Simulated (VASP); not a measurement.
Relaxed, unreconstructed slabs of NaF (rock salt). Level of theory: PBEsol GGA, VASP's PBE PAW potentials (set 64) (plane waves; VASP 6.6.1).

Slab and bulk use different k-meshes, so the surface energy is good to a few per cent at best.

Order the faces (110) [12 atoms], (100) [8 atoms] by surface energy, lowest first.

(100) [8 atoms] (0.30 J/m²), (110) [12 atoms] (0.66 J/m²)

Runs of the series that failed, ran out of time, didn't relax or are held back are left out, and each face is given by its thickest slab.

The cell is a thin slab with vacuum, built from NaF (rock salt).
